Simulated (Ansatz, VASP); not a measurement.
## Ti2NF2 (Ti2NF2 MXene bilayer, AA): VASP beside Ansatz

Aim: how closely do two programs agree when they are given the same cell, functional and k mesh? The structure shown is the start of the Ansatz relaxation below; VASP solves that cell, so the two are compared at the walk's first step.

Program: Ansatz 0.2.0. Level of theory: plane waves, with VASP 6.6.1 beside it; single point at PBE with D4. Results are calculated unless marked as measured.

### 1. The structure

The cell holds 10 atoms: 4 F, 4 Ti and 2 N. Its edges and angles: a = 3.029 Å, b = 3.029 Å, c = 53.845 Å, α = 90.0°, β = 90.0°, γ = 120.0°. Vacuum lies along c.

As a file:

```
F Ti N
1.0
     3.02874    0.00000    0.00000
    -1.51437    2.62297    0.00000
     0.00000    0.00000   53.84477
F Ti N
4 4 2
Direct
  0.33333 0.66667 0.39372
  0.66667 0.33333 0.47493
  0.33333 0.66667 0.52507
  0.66667 0.33333 0.60628
  0.66667 0.33333 0.41213
  0.33333 0.66667 0.45652
  0.66667 0.33333 0.54348
  0.33333 0.66667 0.58787
  0.00000 0.00000 0.43433
  0.00000 0.00000 0.56567
```

### 2. Ansatz: relaxation, PBE with D4

Ansatz runs on its default PAW (the set named soft_2) files.

The two programs are compared at the cell with which this relaxation starts, whose forces are those of its first step.

Input file input.yaml:

```yaml
crystal:
  lattice:
    - [3.02874, 0.0, 0.0]
    - [-1.51437, 2.6229657815, 0.0]
    - [0.0, 0.0, 53.8447725446]
  atoms:
    - { symbol: F, position: [0.3333333333, 0.6666666667, 0.3937243858] }
    - { symbol: Ti, position: [0.6666666667, 0.3333333333, 0.4121316142], spin: 1.0 }
    - { symbol: "N", position: [0.0, 0.0, 0.4343261571] }
    - { symbol: Ti, position: [0.3333333333, 0.6666666667, 0.4565206999], spin: 1.0 }
    - { symbol: F, position: [0.6666666667, 0.3333333333, 0.4749279283] }
    - { symbol: F, position: [0.3333333333, 0.6666666667, 0.5250720717] }
    - { symbol: Ti, position: [0.6666666667, 0.3333333333, 0.5434793001], spin: 1.0 }
    - { symbol: "N", position: [0.0, 0.0, 0.5656738429] }
    - { symbol: Ti, position: [0.3333333333, 0.6666666667, 0.5878683858], spin: 1.0 }
    - { symbol: F, position: [0.6666666667, 0.3333333333, 0.6062756142] }
  periodic: [true, true, false]
magnetization:
  spin_polarized: true
kpoints:
  mp_grid: { grid: [12, 12, 1] }
hamiltonian:
  xc: pbe
  dispersion: d4
scf:
  occupations: { method: fermi_dirac, width: 0.05 }
  convergence: { dr2_threshold: 1.0e-09 }
relax:
  f_tol: 0.004
  max_steps: 90
  cell: {}
output:
  write_potential: true
  write_density: true
  volumetric_format: npy
```

The run is started by

```console
$ ansatz run input.yaml --threads 4 --pin off --max-ram 6144MiB --backend cpu --events-out ev --progress --plain --runs-dir out
```

Numbers of over 12 decimals in the logs are rounded to 6 here.

Log:

```text
Warning: relax.cell: scf.convergence.dr2_threshold = 1e-9 eV is looser than the 2.17448848118e-10 eV advised for a relaxation that steers and ends on the stress (1e-10 eV for each atom of the cell: 10, times the square of relax.cell.stress_2d_tol = 0.05 N/m over 21.4 Å (the atoms' height at the walk's start and 5 Å past either face), 2.332e-2 GPa, over a crystal's default 0.05). What an SCF threshold leaves in a stress goes as its square root, and in the free energy as the threshold itself, and one threshold admits the most on a small cell: [figures from the program's tests cut] Set scf.convergence.dr2_threshold to 2.17448848118e-10 eV or tighter. [rest of the remark cut]
Engine: ansatz 0.2.0, x86_64-unknown-linux-gnu
Pseudopotentials: kind: paw
Pseudopotential: F, paw, valence charge 7, recommended cutoff 420 eV (normal), F.paw.azcp
Pseudopotential: Ti, paw, valence charge 12, recommended cutoff 420 eV (normal), Ti.paw.azcp
Pseudopotential: N, paw, valence charge 5, recommended cutoff 420 eV (normal), N.paw.azcp
Functional definition: PBE
  parameter kappa = 0.804
  parameter beta = 0.066725
  exchange = pbe_x(kappa = kappa, mu = beta*pi^2/3)
  correlation = pbe_c(beta = beta)
Crystal: 10 atoms, lattice volume = 427.758 Å³
Basis set: ecut = 420 eV, 8255 PW (Γ), exchange–correlation on 48×48×720 points (8 copies of the dense FFT grid, shifted against one another)
Bands: 55, of which v1, the nominal top of the filled ones, is band 43 counted from 1 (42 counted from 0)
Symmetry: 12 space group operations
Space group: P-3m1 (ITA 164), of the structure as read, at distance tolerance 7.5e-5 Å
Magnetic group: BNS 164.85 (UNI 1315), of the structure as read, at distance tolerance 7.5e-5 Å
k-points: 19 of 144
Non-local potential: F, projectors of the file, l = 0: 2, l = 1: 2, l = 2: 1
Non-local potential: Ti, projectors of the file, l = 0: 3, l = 1: 2, l = 2: 3, l = 3: 1
Non-local potential: N, projectors of the file, l = 0: 2, l = 1: 2, l = 2: 1
PAW form: soft (Blöchl's): semilocal exchange-correlation on the pseudo side does not see the compensation charge
PAW one-centre angular grid: F, 110 points (default); XC on 64 Gauss nodes
PAW one-centre angular grid: Ti, 590 points (default); XC on 64 Gauss nodes
PAW one-centre angular grid: N, 110 points (default); XC on 64 Gauss nodes
Initial density: superposition of atomic densities (neutral atoms: chi_scale 0, normalization atom)
Starting moments: Σ|m| = 4 μB on 4 of 10 sites
Initial wavefunctions: pseudopotential atomic-orbital guess
Functional: x = pbe(κ = 0.804, μ = 0.219515), c = pbe(β = 0.066725)
SCF iter   1: F=—  HF=-14022.751338 eV  |F-HF|=—  |Δ(HF+E_count)|=         —  Δρ=4.31e-2 (↑4.31e-2 ↓3.54e-2)  dr2=3.59e1  dr2_m=6.18e-1  M=1.840 μB ∫|m|=1.949 μB  β_m=0.30  ethr=3.10e-3  ⟨swp⟩=11.1  Hψ=12058  notcnv=0
Mixer restart at iter 1: flushing history
preconditioner: auto → LDOS  [metal: Δε(μ)=0.048 eV  Ē_g=10.826 eV  σ=0.050 eV  W_gap=0.23  n_scr=34 (ndim 8)  ℏωp=12.2 eV  f_vac=0.730  D(μ)=3.54/eV (n_scr^D=20)]
spin=Collinear: LDOS preconditioning applied to the charge; magnetization (m = ρ↑ − ρ↓) channel mixes plain (no charge-response kernel on spin).
SCF iter   2: F=—  HF=-14015.470696 eV  |F-HF|=—  |Δ(HF+E_count)|=    7.28e0  Δρ=2.42e-2 (↑2.42e-2 ↓1.74e-2)  dr2=1.04e1  dr2_m=3.62e-1  M=1.614 μB ∫|m|=1.740 μB  β_m=0.46  ethr=3.10e-3  ⟨swp⟩=4.1  Hψ=5125  notcnv=0  defer=106
SCF iter   3: F=—  HF=-14013.050101 eV  |F-HF|=—  |Δ(HF+E_count)|=    2.42e0  Δρ=7.15e-3 (↑7.15e-3 ↓6.99e-3)  dr2=1.79e-1  dr2_m=9.80e-2  M=1.148 μB ∫|m|=1.259 μB  β_m=0.60  ethr=3.10e-3  ⟨swp⟩=5.4  Hψ=5341  notcnv=0  defer=67
SCF iter   4: F=—  HF=-14013.430131 eV  |F-HF|=—  |Δ(HF+E_count)|=         —  Δρ=7.88e-3 (↑7.88e-3 ↓5.56e-3)  dr2=8.73e-2  dr2_m=1.66e-1  M=0.238 μB ∫|m|=0.347 μB  β_m=0.60  ethr=2.08e-4  ⟨swp⟩=5.4  Hψ=5230  notcnv=0  defer=38
SCF iter   5: F=—  HF=-14013.396284 eV  |F-HF|=—  |Δ(HF+E_count)|=   3.38e-2  Δρ=3.00e-3 (↑3.00e-3 ↓2.30e-3)  dr2=6.39e-3  dr2_m=2.61e-2  M=0.116 μB ∫|m|=0.173 μB  β_m=0.78  ethr=1.01e-4  ⟨swp⟩=4.1  Hψ=4058  notcnv=0  defer=27
SCF iter   6: F=—  HF=-14013.399442 eV  |F-HF|=—  |Δ(HF+E_count)|=   3.16e-3  Δρ=8.72e-4 (↑3.90e-4 ↓8.72e-4)  dr2=5.92e-3  dr2_m=5.37e-4  M=0.022 μB ∫|m|=0.037 μB  β_m=0.71  ethr=7.43e-6  ⟨swp⟩=4.0  Hψ=5415  notcnv=0  defer=20
[...]
basis re-selected at this cell: Δ(F+E_penalty+E_count) = -2.842e-4 eV, ΔP = +0.003 N/m vs the last step (what re-selecting the basis moved, of the pressure what is left beyond the Pulay correction that the steps carried, after the strain that the cell walked since its last selection, with what the two solves' SCF thresholds leave and, on support functions, any second-order correction that the steps lacked; it is no m [...]
WARN: The output density's exchange-correlation potential varies sharply where the density is thin. Do not read a vacuum level from v_tot or v_xc, or from such a field of the output density. On a cell that repeats whose density bears no net charge and no dipole along the vacuum's axis use v_es (v_loc + v_h of the components); under efield.dipole_correction with no amplitude use v_es + v_field, which holds any externa [...]
SCF converged after 4 iterations
Magnetization: -0.0000 μB (43.0000 up, 43.0000 down)
Absolute magnetization: 0.0000 μB (∫|ρ↑−ρ↓|, with the PAW one-centre terms)
Spin contamination: 0.0000 ħ² per cell (⟨S²⟩ above its minimum at these occupations)
Per-site moments (μB) at R_I (Å): [(-5.973496263377247e-9, 0.888576), (-7.577848014736042e-7, 0.847614), (1.045019214566057e-7, 0.847530), (-9.560369539617439e-8, 0.847530), (-1.8229781755219424e-8, 0.887250), (-1.8229781706420258e-8, 0.887250), (-9.560369541735684e-8, 0.847530), (1.0450192146815484e-7, 0.847530), (-7.577848014631015e-7, 0.847614), (-5.973496319991559e-9, 0.888576)]
Free energy (F): -14015.525042 eV
Harris-Foulkes:  -14015.525041 eV  (|F-HF|=5.82e-7)
Internal energy: -14015.489479 eV  (E = F + TS)
E sigma→0 (E₀):  -14015.507261 eV
Entropy (-TS):   -0.035562 eV (-3.556 meV/atom)
Fermi energy:    -4.416747 eV
--- Per-component energies (eV) ---
  E_band       = -2182.624610
  E_kinetic    = 2192.197950
  E_local      = -758885.239368  (includes V_loc(G=0)·N_el)
  E_nonlocal   = 415.442869
  E_hartree    = 378069.749951
  E_xc         = -835.630297
  E_vxc        = -1058.531885  (∫ρ·V_xc dr)
  E_paw        = -5247.343868  (= ΣΔE_a)
  E_vpaw       = -986.002027  (= ΣTr[D̂ρ^β])
  E_aug_tail   = 0.008796  (compensation charges beyond the density's cutoff)
  E_ewald      = 370277.024812
  E_disp       = -1.700324  (pairwise vdW)
  E_smearing   = -0.035562  (= −TS)
  E_closure    = -0.000000  (closes the sum)
  Σ components = -14015.525042   (vs F -14015.525042, Δ=0.00e0)
--- Forces (eV/Å), atoms counted from 1 ---
  atom   1  F     -0.00000000    -0.00000000    -0.00072631
  atom   2  Ti     0.00000000     0.00000000     0.00077007
  atom   3  N      0.00000000    -0.00000000     0.00045923
  atom   4  Ti     0.00000000    -0.00000000     0.00034198
  atom   5  F     -0.00000000     0.00000000    -0.00030156
  atom   6  F      0.00000000    -0.00000000     0.00030156
  atom   7  Ti     0.00000000     0.00000000    -0.00034198
  atom   8  N      0.00000000     0.00000000    -0.00045923
  atom   9  Ti     0.00000000    -0.00000000    -0.00077007
  atom  10  F     -0.00000000     0.00000000     0.00072631
  max |Σ_I F_I| component: 2.78e-17 eV/Å
--- 2D stress c σ (N/m, compression-positive) ---
       -0.004429      -0.000000       0.000000
       -0.000000      -0.004429       0.000000
        0.000000       0.000000      -0.000000
  P = ½ c Tr σ = -0.0044 N/m
--- Band table (eV; the first three rows and the last of 38) ---
  k-point 0 ↑: bands = [... 39 lower, -9.3411, -5.0936, -5.0936, -5.0911, -5.0911, -4.3723, -4.3499, -3.0957, ... 8 higher]
  k-point 1 ↑: bands = [... 39 lower, -9.4006, -5.2229, -5.2207, -4.9759, -4.9729, -4.3660, -4.3482, -3.2318, ... 8 higher]
  k-point 2 ↑: bands = [... 39 lower, -9.5346, -5.5758, -5.5681, -4.6543, -4.6507, -4.2852, -4.2740, -3.3182, ... 8 higher]
  k-point 18 ↓: bands = [... 39 lower, -9.8500, -4.5192, -4.5128, -4.3937, -4.3937, -4.3608, -4.3608, -2.7266, ... 8 higher]
  the weakly bound empty levels are not read free of the cell's end (no_gap_told)
--- Relaxed structure (7 steps of the walk, 7 accepted, 2 SCFs on fresh bases) ---
  F+E_penalty+E_count = -14015.52504162 eV   max|allowed force component| = 7.701e-4 eV/Å   (the final SCF, on the basis selected at the relaxed cell)
  cell:  # Å, volume = 430.7207 Å³
    - [3.039210, 0, 0]
    - [-1.519605, 2.632033, 0]
    - [0, 0, 53.8447725446]
  atoms:
    - { symbol: F, position: [0.333333, 0.666667, 0.391330] }
    - { symbol: Ti, position: [0.666667, 0.333333, 0.414536] }
    - { symbol: N, position: [1.3417815734790364e-19, 0, 0.434394] }
    - { symbol: Ti, position: [0.333333, 0.666667, 0.454245] }
    - { symbol: F, position: [0.666667, 0.333333, 0.477348] }
    - { symbol: F, position: [0.333333, 0.666667, 0.522652] }
    - { symbol: Ti, position: [0.666667, 0.333333, 0.545755] }
    - { symbol: N, position: [-1.341781573487677e-19, 0, 0.565606] }
    - { symbol: Ti, position: [0.333333, 0.666667, 0.585464] }
    - { symbol: F, position: [0.666667, 0.333333, 0.608670] }
```

The column dr2 measures how far the density is from self-consistency, as an energy; F and HF (Harris–Foulkes) agree once it is small.

(Continued in part 2 of 2.)

[Lines on the potential files, build, host, timing and source positions are cut from VASP's logs without a mark.]

[Logs are printed without paths, hosts, clocks, repeated set-up lines and the standing remarks that a program may print on its own settings, such as how far it seeks lower states.]

[Hosts, paths, dates, database ids (printed as entryN), source tags and the programs' standing remarks are cut or masked in the printed files.]
